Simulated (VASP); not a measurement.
# NAlO2H4 in VASP: notebook

One molecule, NAlO2H4, is run at these levels: PBE; tasks: single point, relaxation of the atoms.

All numbers are computed with VASP 6.6.1; they aren't measurements. Logs are shortened: lines on timing, memory, paths and dates and some standing lists are left out, and cuts for length are marked.

## Step 1: The undisturbed molecule

The cell holds a molecule in a box, 8 atoms: a = 13.000 Å, b = 14.000 Å, c = 11.000 Å, α = 90.00°, β = 90.00°, γ = 90.00°.

## Step 2: Single point, PBE (atoms moved at random, drawn with an rms of 0.05 Å)

INCAR

```
PREC     = Accurate       # precision mode
ENCUT    = 520            # plane-wave cutoff, eV
EDIFF    = 1E-7           # SCF threshold, eV
ISMEAR   = 0              # smearing method
SIGMA    = 0.01           # smearing width, eV
LREAL    = False          # projectors in reciprocal space
LASPH    = True           # aspherical terms in the spheres
NELM     = 60             # most SCF steps
ALGO     = Fast           # electronic algorithm
ISIF     = 2              # what is computed and relaxed
LWAVE    = False          # write WAVECAR
LCHARG   = False          # write CHGCAR
GGA      = PE             # functional
NBANDS   = 22             # bands
```

KPOINTS

```
Automatic mesh
0
Gamma
  1 1 1
```

POSCAR

```
AlH4NO2
1.0
   13.0000000000      0.0000000000      0.0000000000
    0.0000000000     14.0000000000      0.0000000000
    0.0000000000      0.0000000000     11.0000000000
N Al O H
1 1 2 4
Direct
    0.4300260000      0.6072090000      0.5301600000
    0.4659830000      0.4864900000      0.5151400000
    0.5853970000      0.4521190000      0.4726060000
    0.3764810000      0.4037900000      0.5471780000
    0.4762530000      0.6715840000      0.5119630000
    0.3604760000      0.6291930000      0.5541100000
    0.6434870000      0.4969120000      0.4496840000
    0.3932330000      0.3391350000      0.5383990000
```

Potentials or basis: VASP PAW PBE potentials, release 64 (N, Al, O, H).

Run with:

```bash
cat potpaw_PBE.64/N/POTCAR potpaw_PBE.64/Al/POTCAR potpaw_PBE.64/O/POTCAR potpaw_PBE.64/H/POTCAR > POTCAR
mpirun -np 1 vasp_gam > vasp.out
```

OUTCAR:

```text
PREC = Accurate
   ENCUT = 520
   EDIFF = 1E-7
   ISMEAR = 0
   LREAL = False
   LASPH = True
   NELM = 60
   ISIF = 2
   GGA = PE

 ion  position               nearest neighbor table
   1  0.430  0.607  0.530-   6 0.99   5 1.10   2 1.76
   2  0.466  0.486  0.515-   4 1.68   3 1.69   1 1.76
   3  0.585  0.452  0.473-   7 1.01   2 1.69
   4  0.376  0.404  0.547-   8 0.94   2 1.68
   5  0.476  0.672  0.512-   1 1.10
   6  0.360  0.629  0.554-   1 0.99
   7  0.643  0.497  0.450-   3 1.01
   8  0.393  0.339  0.538-   4 0.94

  LATTYP: Found a simple orthorhombic cell.
 ALAT       =    11.0000000000
 B/A-ratio  =     1.1818181818
 C/A-ratio  =     1.2727272727

  Lattice vectors:

 A1 = (   0.0000000000,   0.0000000000,  11.0000000000)
 A2 = (  13.0000000000,   0.0000000000,   0.0000000000)
 A3 = (   0.0000000000,  14.0000000000,   0.0000000000)

Analysis of symmetry for initial positions (statically):
=====================================================================
 Subroutine PRICEL returns:
 Original cell was already a primitive cell.

 Routine SETGRP: Setting up the symmetry group for a
 simple orthorhombic supercell.

 Subroutine GETGRP returns: Found  1 space group operations
 (whereof  1 operations were pure point group operations)
 out of a pool of  8 trial point group operations.

The static configuration has the point symmetry C_1 .

Analysis of symmetry for dynamics (positions and initial velocities):
=====================================================================
 Subroutine PRICEL returns:
 Original cell was already a primitive cell.

 Routine SETGRP: Setting up the symmetry group for a
 simple orthorhombic supercell.

 Subroutine GETGRP returns: Found  1 space group operations
 (whereof  1 operations were pure point group operations)
 out of a pool of  8 trial point group operations.

The dynamic configuration has the point symmetry C_1 .

 Subroutine INISYM returns: Found  1 space group operations
 (whereof  1 operations are pure point group operations),
 and found     1 'primitive' translations

----------------------------------------------------------------------------------------

                                     Primitive cell

  volume of cell :    2002.0000

  direct lattice vectors                    reciprocal lattice vectors
    13.000000000  0.000000000  0.000000000     0.076923077  0.000000000  0.000000000
     0.000000000 14.000000000  0.000000000     0.000000000  0.071428571  0.000000000
     0.000000000  0.000000000 11.000000000     0.000000000  0.000000000  0.090909091

  length of vectors
    13.000000000 14.000000000 11.000000000     0.076923077  0.071428571  0.090909091

  position of ions in fractional coordinates (direct lattice)
     0.430026000  0.607209000  0.530160000
     0.465983000  0.486490000  0.515140000
     0.585397000  0.452119000  0.472606000
     0.376481000  0.403790000  0.547178000
     0.476253000  0.671584000  0.511963000
     0.360476000  0.629193000  0.554110000
     0.643487000  0.496912000  0.449684000
     0.393233000  0.339135000  0.538399000

  ion indices of the primitive-cell ions
   primitive index   ion index
                 1           1
                 2           2
                 3           3
                 4           4
                 5           5
                 6           6
                 7           7
                 8           8

----------------------------------------------------------------------------------------

 KPOINTS: Automatic mesh

Automatic generation of k-mesh.
 Grid dimensions read from file:
 generate k-points for:    1    1    1

 Generating k-lattice:

  Cartesian coordinates                     Fractional coordinates (reciprocal lattice)
     0.076923077  0.000000000  0.000000000     1.000000000  0.000000000  0.000000000
     0.000000000  0.071428571  0.000000000     0.000000000  1.000000000  0.000000000
     0.000000000  0.000000000  0.090909091     0.000000000  0.000000000  1.000000000

  Length of vectors
     0.076923077  0.071428571  0.090909091

  Shift w.r.t. Gamma in fractional coordinates (k-lattice)
     0.000000000  0.000000000  0.000000000

 Subroutine IBZKPT returns following result:
 ===========================================

 Found      1 irreducible k-points:

 Following reciprocal coordinates:
            Coordinates               Weight
  0.000000  0.000000  0.000000      1.000000
   k-points           NKPTS =      1   k-points in BZ     NKDIM =      1   number of bands    NBANDS=     22
   number of dos      NEDOS =    301   number of ions     NIONS =      8
   total plane-waves  NPLWV = 889056
   dimension x,y,z NGX =    98 NGY =  108 NGZ =   84
   dimension x,y,z NGXF=   196 NGYF=  216 NGZF=  168
   ions per type =               1   1   2   4
   NGX,Y,Z   is equivalent  to a cutoff of  12.53, 12.82, 12.70 a.u.
   NGXF,Y,Z  is equivalent  to a cutoff of  25.06, 25.65, 25.39 a.u.
 SYSTEM =  unknown system
   PREC   = accura    normal or accurate (medium, high low for compatibility)
   ISTART =      0    job   : 0-new  1-cont  2-samecut
   ICHARG =      2    charge: 1-file 2-atom 10-const
   ISPIN  =      1    spin polarized calculation?
   LNONCOLLINEAR =      F non collinear calculations
   LSORBIT =      F    spin-orbit coupling
   LASPH  =      T    aspherical Exc in radial PAW
   ENCUT  =  520.0 eV  38.22 Ry    6.18 a.u.  24.17 26.03 20.45*2*pi/ulx,y,z
   NELM   =     60;   NELMIN=  2; NELMDL= -5     # of ELM steps
   EDIFF  = 0.1E-06   stopping-criterion for ELM
   LREAL  =      F    real-space projection
   EDIFFG = 0.1E-05   stopping-criterion for IOM
   NSW    =      0    number of steps for IOM
   IBRION =     -1    ionic relax: 0-MD 1-quasi-New 2-CG
   NFREE  =      0    steps in history (QN), initial steepest desc. (CG)
   ISIF   =      2    stress and relaxation
   ISYM   =      2    0-nonsym 1-usesym 2-fastsym
   POTIM  = 0.5000    time-step for ionic-motion
   TEBEG  =    0.0;   TEEND  =   0.0 temperature during run
   PSTRESS=    0.0 pullay stress
   NELECT =      24.0000    total number of electrons
   NUPDOWN=      -1.0000    fix difference up-down
   EMIN   =  10.00;   EMAX   =-10.00  energy-range for DOS
   EFERMI =   0.00;   METHOD = LEGACY
   ISMEAR =     0;   SIGMA  =   0.01  broadening in eV -4-tet -1-fermi 0-gaus
   EFERMI_NEDOS =   21; number of points for ismear=-14 and -15
   IALGO  =     68    algorithm
   IMIX   =      4    mixing-type and parameters
     AMIX     =   0.40;   BMIX     =  1.00
     AMIX_MAG =   1.60;   BMIX_MAG =  1.00
  volume/ion in A,a.u.               =     250.25      1688.77
  Fermi-wavevector in a.u.,A,eV,Ry     =   0.374677  0.708037  1.910026  0.140383
  Thomas-Fermi vector in A             =   1.305216
   LORBIT       =      0    0 simple, 1 ext, 2 COOP (PROOUT), +10 PAW based schemes
   GGA     = PE    functional components
   LHFCALC =     F    Hartree Fock is set to
   AEXX    =    0.0000 exact exchange contribution
   IVDW    =     0    specifies the selected vdW correction
   LEPSILON=     F    determine dielectric tensor
   LRPA    =     F    only Hartree local field effects (RPA)
 non-spin polarized calculation
 RMM-DIIS sequential band-by-band and
 Gauss-broadening in eV      SIGMA  =   0.01
  energy-cutoff  :      520.00
  volume of cell :     2002.00
 maximum number of plane-waves:     26955
 NGX is ok and might be reduce to    98
   NGX = 49   NGY = 53   NGZ = 41

 number of electron      23.9999997 magnetization

 Free energy of the ion-electron system (eV)
  ---------------------------------------------------
  ext. energy  EPLUGINS =         0.00000000
  ---------------------------------------------------
  free energy    TOTEN  =       -42.91557002 eV

  energy without entropy =      -42.91557002  energy(sigma->0) =      -42.91557002

 E-fermi :  -5.6210     XC(G=0):  -0.7011

 val. band max:       -5.7204104423   @ k =   0.0000   0.0000   0.0000
 cond. band min:      -1.3359709730   @ k =   0.0000   0.0000   0.0000
 fundamental gap:      4.3844394693
 Fermi energy:        -5.6209510039

 k-point     1 :       0.0000    0.0000    0.0000
  band No.  band energies     occupation
      1     -24.1439      2.00000
      2     -23.5846      2.00000
      3     -19.9429      2.00000
      4     -12.1807      2.00000
      5     -11.5973      2.00000
      6     -10.9824      2.00000
      7      -9.6501      2.00000
      8      -7.7640      2.00000
      9      -7.5766      2.00000
     10      -7.5283      2.00000
     11      -7.0203      2.00000
     12      -5.7204      2.00000
     13      -1.3360      0.00000
     14      -0.0410      0.00000
     15      -0.0126      0.00000
     16       0.3245      0.00000
     17       0.4803      0.00000
     18       0.6226      0.00000
     19       0.8668      0.00000
     20       1.1657      0.00000
     21       1.2128      0.00000
     22       1.2910      0.00000

------------------------ aborting loop because EDIFF is reached ----------------------------------------

  FORCE on cell =-STRESS in cart. coord.  units (eV):
  Direction    XX          YY          ZZ          XY          YZ          ZX
  --------------------------------------------------------------------------------------
  -------------------------------------------------------------------------------------
  Total        0.1929107     -0.2353199     -0.1320341     -2.7564369      0.9668369     -0.0326431
  in kB        0.1543842     -0.1883238     -0.1056653     -2.2059444      0.7737483     -0.0261239
  external PRESSURE =      -0.0465350 kB  Pullay stress =       0.0000000 kB

 VOLUME and BASIS-vectors are now :
 -----------------------------------------------------------------------------
  energy-cutoff  :      520.00
  volume of cell :     2002.00
      direct lattice vectors                 reciprocal lattice vectors
    13.000000000  0.000000000  0.000000000     0.076923077  0.000000000  0.000000000
     0.000000000 14.000000000  0.000000000     0.000000000  0.071428571  0.000000000
     0.000000000  0.000000000 11.000000000     0.000000000  0.000000000  0.090909091

 POSITION                                       TOTAL-FORCE (eV/Angst)
 -----------------------------------------------------------------------------------
      5.59034      8.50093      5.83176         2.346384      2.395693     -0.760502
      6.05778      6.81086      5.66654         0.275421      0.798948     -0.057972
      7.61016      6.32967      5.19867         2.012749      1.031651     -0.674927
      4.89425      5.65306      6.01896        -0.759890      1.081436      0.268950
      6.19129      9.40218      5.63159        -1.431932     -2.511927      0.487595
      4.68619      8.80870      6.09521        -1.092786      0.285295      0.322732
      8.36533      6.95677      4.94652        -1.593662     -1.281415      0.536102
      5.11203      4.74789      5.92239         0.243715     -1.799680     -0.121979
 -----------------------------------------------------------------------------------
    total drift:                               -0.000805     -0.000246      0.000084

  FREE ENERGIE OF THE ION-ELECTRON SYSTEM (eV)
  ---------------------------------------------------
  free  energy   TOTEN  =       -42.9155700212 eV

  energy  without entropy=      -42.9155700212  energy(sigma->0) =      -42.91557002
```

It took 2.1 min on 1 thread of Intel Xeon 6975P-C (Granite Rapids), shared host; peak memory 1.6 GiB.

What came out:

```
Free energy                     : -42.9156 eV
Largest force                   : 3.438 eV/Å
Gap between the frontier levels : 4.38 eV
```

Forces on the atoms (eV/Å):
```
N    2.346  2.396 -0.761
Al   0.275  0.799 -0.058
O    2.013  1.032 -0.675
O   -0.760  1.081  0.269
H   -1.432 -2.512  0.488
H   -1.093  0.285  0.323
H   -1.594 -1.281  0.536
H    0.244 -1.800 -0.122
```

## Step 3: Relaxation of the atoms, PBE (atoms moved at random, drawn with an rms of 0.02 Å)

INCAR

```
ALGO = Normal
EDIFF = 1E-6
EDIFFG = -0.02
ENCUT = 520
GGA = PE
IBRION = 2
ISIF = 2
ISMEAR = 0
LASPH = T
LCHARG = F
LREAL = F
LWAVE = F
NELM = 80
NSW = 40
PREC = Accurate
SIGMA = 0.01
```

KPOINTS

```
k-points
0
Gamma
  1 1 1
```

POSCAR

```
AlH4NO2
1.0
   13.0000000000      0.0000000000      0.0000000000
    0.0000000000     14.0000000000      0.0000000000
    0.0000000000      0.0000000000     11.0000000000
N Al O H
1 1 2 4
Direct
    0.4322300000      0.6086000000      0.5296330000
    0.4669580000      0.4877320000      0.5136670000
    0.5862380000      0.4515750000      0.4677790000
    0.3779640000      0.4028290000      0.5443110000
    0.4745820000      0.6660500000      0.5153230000
    0.3597100000      0.6292260000      0.5553390000
    0.6409250000      0.4936240000      0.4509140000
    0.3930090000      0.3381420000      0.5359090000
```

Potentials or basis: VASP PAW PBE potentials, release 64 (N, Al, O, H).

Run with:

```bash
cat potpaw_PBE.64/N/POTCAR potpaw_PBE.64/Al/POTCAR potpaw_PBE.64/O/POTCAR potpaw_PBE.64/H/POTCAR > POTCAR
mpirun -np 1 vasp_gam > vasp.out
```

It took 15 min on 1 thread of Intel Xeon 6975P-C (Granite Rapids), shared host; peak memory 1.7 GiB.

The run converged. Its results:

```
Free energy                     : -43.1810 eV
Energy gained by relaxing       : 9.7 meV/atom
Ionic steps                     : 20
Largest force after relaxing    : 0.020 eV/Å
Gap between the frontier levels : 4.48 eV
```

Forces in eV/Å, atoms in the order of the input:
```
N   -0.009 -0.004 -0.003
Al   0.012  0.000  0.007
O   -0.010  0.003  0.005
O    0.005  0.011 -0.010
H    0.015 -0.010 -0.006
H   -0.008 -0.015  0.007
H    0.002  0.006 -0.004
H   -0.007  0.010  0.005
```

Step by step:
```tsv
step	energy change (eV)	largest force (eV/Å)	pressure (GPa)
1	0.0000	2.0694	0.13
2	0.9212	5.5355	-0.10
3	-0.0655	0.5041	0.05
4	-0.0656	0.4610	0.06
5	-0.0706	0.4545	0.01
6	-0.0721	0.3085	0.03
7	-0.0712	0.5829	-0.02
8	-0.0746	0.1262	0.00
9	-0.0752	0.1171	-0.01
10	-0.0753	0.0794	-0.01
11	-0.0757	0.0874	-0.01
12	-0.0757	0.1234	-0.01
13	-0.0758	0.1180	-0.01
14	-0.0762	0.1022	-0.01
15	-0.0768	0.0687	-0.01
16	-0.0770	0.1304	-0.01
17	-0.0771	0.1071	-0.01
18	-0.0773	0.0569	-0.01
19	-0.0773	0.0433	-0.01
20	-0.0774	0.0195	-0.01
```

Final structure:
```
CELL_PARAMETERS angstrom
13.00000 0.00000 0.00000
0.00000 14.00000 0.00000
0.00000 0.00000 11.00000
ATOMIC_POSITIONS crystal
N 0.43031 0.60897 0.53022
Al 0.46728 0.48802 0.51310
O 0.58694 0.45182 0.46818
O 0.37707 0.40290 0.54436
H 0.47563 0.66660 0.51490
H 0.35902 0.63027 0.55602
H 0.64378 0.49373 0.44958
H 0.39159 0.33548 0.53651
```

Levels at points of the mesh, in eV from the valence-band top:
```csv
k point,band 8,band 9,band 10,band 11,band 12,band 13,band 14,band 15,band 16,band 17
"(0.00, 0.00, 0.00)",-1.80,-1.77,-1.71,-1.16,0.00,4.48,5.74,5.87,6.11,6.22
```
